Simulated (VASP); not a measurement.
Calculation: PBEsol GGA, VASP's PBE PAW potentials (set 64) (plane waves; VASP).

VASP ran on this input.

### POSCAR
```
BeHg3Se4
1
   -0.0220804087     5.8712073752     5.9446689223
    5.8712073752    -0.0220804087     5.9446689223
    2.9245634833     2.9245634833    -0.0000000000
Hg Se Be
3 4 1
Direct
  0.9943585517   0.9943585517   0.0112828966
  0.9911781074   0.5082536716   0.0005682210
  0.5082536716   0.9911781074   0.0005682210
  0.1262114298   0.1262114298   0.2475771403
  0.1674752082   0.6111249793   0.2213998125
  0.6111249793   0.1674752082   0.2213998125
  0.6018935126   0.6018935126   0.2962129749
  0.4995045394   0.4995045394   0.0009909211
```

INCAR:
```
ISMEAR=-5   # tetrahedra, Bloechl
LCHARG=.TRUE.
LASPH=.TRUE.   # aspherical one-centre terms
NEDOS=601   # DOS grid
ALGO=Normal   # blocked Davidson
PREC=Accurate
LREAL=.FALSE.
SYSTEM=BeHg3Se4
LEFG=.TRUE.
LMAXMIX=6   # l cut-off of mixed one-centre charges
LORBIT=11
LWAVE=.FALSE.
GGA=PS   # PBEsol
EDIFF=1E-7   # SCF stop (eV)
ENCUT=400
ISIF=2   # forces and stress, cell fixed
NELM=100   # most electronic steps
```

KPOINTS:
```
K-points
0
gamma
4 4 7
```

POTCAR, in this order: Hg Se Be (PBE.64 set). Program: vasp_std.

Q: Estimate the energy per atom (σ→0).

A: 
```yaml
energy per atom (σ→0): -280.3 kJ/mol of atoms
```

### OSZICAR
```
...
DAV:  11    -0.232402523151E+02    0.61110E-04   -0.24369E-04  3237   0.114E-01    0.721E-02
DAV:  12    -0.232402641932E+02   -0.11878E-04   -0.29391E-04  3198   0.139E-01    0.247E-02
DAV:  13    -0.232402647857E+02   -0.59250E-06   -0.43595E-05  3038   0.556E-02    0.915E-03
DAV:  14    -0.232402651122E+02   -0.32648E-06   -0.50647E-06  3134   0.936E-03    0.529E-03
DAV:  15    -0.232402651677E+02   -0.55559E-07   -0.11689E-06  3068   0.699E-03    0.310E-03
DAV:  16    -0.232402652755E+02   -0.10777E-06   -0.15815E-07  2033   0.201E-03    0.845E-04
DAV:  17    -0.232402652581E+02    0.17393E-07   -0.39911E-08  1843   0.120E-03
   1 F= -.23240265E+02 E0= -.23240265E+02  d E =0.000000E+00
```

The structure was generated: BeHg3Se4 was put into an ordered model structure (Amm2), which need not be its known phase. It was relaxed first.
